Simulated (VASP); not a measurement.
These are rev-vdW-DF2, VASP's PBE PAW potentials (set 64) (plane waves; VASP 6.6.1) values and carry that method's errors.

The input files of a VASP run:

KPOINTS:
```
Regular mesh
0
Gamma
 19 19 19
```

File POSCAR:
```
V
1.0
 -1.4863271987   1.4863271987   1.4863271987
  1.4863271987  -1.4863271987   1.4863271987
  1.4863271987   1.4863271987  -1.4863271987
V
1
Cart
  0.0000000000   0.0000000000   0.0000000000
```

**INCAR**
```
AGGAC=0.0
ALGO=Normal
EDIFF=1E-7
ENCUT=520
GGA=MK
ISIF=2
ISMEAR=-5
LASPH=.True.
LCHARG=.True.
LMAXMIX=4
LORBIT=11
LREAL=.False.
LUSE_VDW=.True.
LWAVE=.False.
NEDOS=601
NELM=100
PARAM1=0.1234568
PARAM2=0.7114
PREC=Accurate
SYSTEM=V
ZAB_VDW=-1.8867
```

POTCAR, in this order: V_sv (PBE.64 set). Program: vasp_std.

What does the run give for the energy per atom (σ→0), band gap (on the k-mesh)?

```
Property                                                     Value
------------------------  ----------------------------------------
energy per atom (σ→0)                               -6.309 eV/atom
band gap (on the k-mesh)  none (metal, semimetal or under 0.01 eV)
```

OSZICAR:
```
...
DAV:   5    -0.762424228562E+01   -0.10429E-03   -0.10430E-03  4592   0.478E-01    0.191E+01
DAV:   6    -0.633490192499E+01    0.12893E+01   -0.51594E+00  4420   0.343E+01    0.205E+00
DAV:   7    -0.631630074349E+01    0.18601E-01   -0.22260E-02  4428   0.227E+00    0.108E+00
DAV:   8    -0.630864250857E+01    0.76582E-02   -0.68920E-03  4440   0.144E+00    0.533E-02
DAV:   9    -0.630867791063E+01   -0.35402E-04   -0.71678E-05  4444   0.144E-01    0.317E-02
DAV:  10    -0.630868989750E+01   -0.11987E-04   -0.11183E-05  4422   0.395E-02    0.245E-03
DAV:  11    -0.630868998011E+01   -0.82609E-07   -0.23781E-07  4266   0.749E-03
   1 F= -.63086900E+01 E0= -.63086900E+01  d E =0.000000E+00
```

The compound is V in the bcc structure. It was relaxed first, which changed the volume by -6 %. The run is not spin-polarised, so no magnetic state was tried.
